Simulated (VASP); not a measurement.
Consider the following.

```yaml
crystal:
  lattice:
    - [4.20604, 0.00000, 0.00000]
    - [0.00000, 4.20604, 0.00000]
    - [0.00000, 0.00000, 4.20604]
  atoms:
    - { symbol: Ba, position: [0.00000, 0.00000, 0.00000] }
    - { symbol: Zr, position: [0.50000, 0.50000, 0.50000] }
    - { symbol: O, position: [0.50000, 0.00000, 0.50000] }
    - { symbol: O, position: [0.00000, 0.50000, 0.50000] }
    - { symbol: O, position: [0.50000, 0.50000, 0.00000] }
```

All values below come from MS2 meta-GGA, VASP's PBE PAW potentials (set 64) (plane waves; VASP). Numerical set-up: 520 eV cut-off, 6×6×6 Γ-centred mesh, tetrahedra with Blöchl corrections, potentials Ba_sv Zr_sv O.

The cores are frozen, which limits the accuracy of field gradients.

Task: Give the principal components of the electric field gradient (V/Å²) and the asymmetry η at each nucleus.

Result: 
| atom | Vxx | Vyy | Vzz | η |
|---|---|---|---|---|
| Ba1 | 0.0 | 0.0 | 0.0 | - |
| Zr2 | 0.0 | 0.0 | 0.0 | - |
| O3 | 8.6 | 8.6 | -17.1 | 0.00 |
| O4 | 8.6 | 8.6 | -17.1 | 0.00 |
| O5 | 8.6 | 8.6 | -17.1 | 0.00 |

The compound is BaZrO3 in the cubic perovskite structure. It was relaxed first.
